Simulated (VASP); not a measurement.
Input of a VASP 6.6.1 run:

Contents of INCAR:

```
SYSTEM = GaP
PREC = Accurate ; ENCUT = 450
EDIFF = 1E-6 ; ISMEAR = 0
SIGMA = 0.02 ; LREAL = .False.
LASPH = .True. ; NELM = 120
ALGO = Normal ; ISIF = 2
LWAVE = .False. ; LCHARG = .False.
GGA = PE ; KPAR = 2
```

KPOINTS

```
regular mesh
0
Gamma
  10 10 10
  0 0 0
```

Contents of POSCAR:

```
GaP                                     
1.0
   -0.0000000000      2.7250290627      2.7250290627
    2.7250290627     -0.0000000000      2.7250290627
    2.7250290627      2.7250290627      0.0000000000
  Ga              P             
     1     1
Direct
     1.0000000000000000    1.0000000000000000    1.0000000000000000
     0.7500000000000000    0.7500000000000000    0.7500000000000000
```

The input KPOINTS_OPT:

```
path GXWKGLUWLK,UX
20
line-mode
reciprocal
 0.0000000000  0.0000000000  0.0000000000  G
 0.5000000000  0.0000000000  0.5000000000  X

 0.5000000000  0.0000000000  0.5000000000  X
 0.5000000000  0.2500000000  0.7500000000  W

 0.5000000000  0.2500000000  0.7500000000  W
 0.3750000000  0.3750000000  0.7500000000  K

 0.3750000000  0.3750000000  0.7500000000  K
 0.0000000000  0.0000000000  0.0000000000  G

 0.0000000000  0.0000000000  0.0000000000  G
 0.5000000000  0.5000000000  0.5000000000  L

 0.5000000000  0.5000000000  0.5000000000  L
 0.6250000000  0.2500000000  0.6250000000  U

 0.6250000000  0.2500000000  0.6250000000  U
 0.5000000000  0.2500000000  0.7500000000  W

 0.5000000000  0.2500000000  0.7500000000  W
 0.5000000000  0.5000000000  0.5000000000  L

 0.5000000000  0.5000000000  0.5000000000  L
 0.3750000000  0.3750000000  0.7500000000  K

 0.6250000000  0.2500000000  0.6250000000  U
 0.5000000000  0.0000000000  0.5000000000  X
```

Potentials or basis: VASP PAW PBE potentials, release 64 (Ga_d, P).

The run is started by

```bash
$ cat potpaw_PBE.64/Ga_d/POTCAR potpaw_PBE.64/P/POTCAR > POTCAR
$ mpirun -np 2 vasp_std > vasp.out
```

**Question.** Estimate the band gap along the path.

**Answer.** 1.59 eV, indirect (least direct gap 1.83 eV).

**Question.** What does it give for the band gap on the k mesh?

**Answer.** 1.60 eV, indirect (least direct gap 1.83 eV).

**Question.** Estimate the pressure.

**Answer.** 2.4 GPa.

Levels at the corners of the path, in eV from the valence-band top:
| point | band 5 | band 6 | band 7 | band 8 | band 9 | band 10 | band 11 | band 12 | band 13 |
| --- | --- | --- | --- | --- | --- | --- | --- | --- | --- |
| Γ | -14.45 | -12.49 | 0.00 | 0.00 | 0.00 | 1.83 | 3.89 | 3.89 | 3.89 |
| X | -14.43 | -9.53 | -6.75 | -2.68 | -2.68 | 1.66 | 1.82 | 10.60 | 10.61 |
| X | -14.43 | -9.53 | -6.75 | -2.68 | -2.68 | 1.66 | 1.82 | 10.60 | 10.61 |
| W | -14.44 | -9.44 | -6.55 | -3.57 | -3.42 | 4.71 | 4.87 | 6.11 | 6.16 |
| W | -14.44 | -9.44 | -6.55 | -3.57 | -3.42 | 4.71 | 4.87 | 6.11 | 6.16 |
| K | -14.44 | -9.56 | -6.54 | -3.94 | -2.25 | 2.19 | 4.80 | 8.25 | 8.27 |
| K | -14.44 | -9.56 | -6.54 | -3.94 | -2.25 | 2.19 | 4.80 | 8.25 | 8.27 |
| Γ | -14.45 | -12.49 | 0.00 | 0.00 | 0.00 | 1.83 | 3.89 | 3.89 | 3.89 |
| Γ | -14.45 | -12.49 | 0.00 | 0.00 | 0.00 | 1.83 | 3.89 | 3.89 | 3.89 |
| L | -14.44 | -10.43 | -6.63 | -1.12 | -1.12 | 1.67 | 4.72 | 4.72 | 8.29 |
| L | -14.44 | -10.43 | -6.63 | -1.12 | -1.12 | 1.67 | 4.72 | 4.72 | 8.29 |
| U | -14.44 | -9.56 | -6.54 | -3.94 | -2.25 | 2.19 | 4.80 | 8.25 | 8.27 |
| U | -14.44 | -9.56 | -6.54 | -3.94 | -2.25 | 2.19 | 4.80 | 8.25 | 8.27 |
| W | -14.44 | -9.44 | -6.55 | -3.57 | -3.42 | 4.71 | 4.87 | 6.11 | 6.16 |
| W | -14.44 | -9.44 | -6.55 | -3.57 | -3.42 | 4.71 | 4.87 | 6.11 | 6.16 |
| L | -14.44 | -10.43 | -6.63 | -1.12 | -1.12 | 1.67 | 4.72 | 4.72 | 8.29 |
| L | -14.44 | -10.43 | -6.63 | -1.12 | -1.12 | 1.67 | 4.72 | 4.72 | 8.29 |
| K | -14.44 | -9.56 | -6.54 | -3.94 | -2.25 | 2.19 | 4.80 | 8.25 | 8.27 |
| U | -14.44 | -9.56 | -6.54 | -3.94 | -2.25 | 2.19 | 4.80 | 8.25 | 8.27 |
| X | -14.43 | -9.53 | -6.75 | -2.68 | -2.68 | 1.66 | 1.82 | 10.60 | 10.60 |

**What was measured.**

“Stacking defects in GaP nanowires: Electronic structure and optical properties”, 2018, arxiv:1810.01194 quotes, for a bulk crystal of GaP at 10 K: band gap 2.34 eV (indirect).

Measured gap of GaP: 2.34 eV (indirect; 10 K; quoted in “Stacking defects in GaP nanowires: Electronic structure and optical properties”, 2018, arxiv:1810.01194). This calculation gives 1.59 eV (-0.75 eV). Spin-orbit coupling on Ga is left out. The value is that of PBE, without temperature or zero-point motion. Semilocal functionals fall short of measured gaps as a rule. The cell is a database's relaxed one, not the measured one, which moves gaps too.
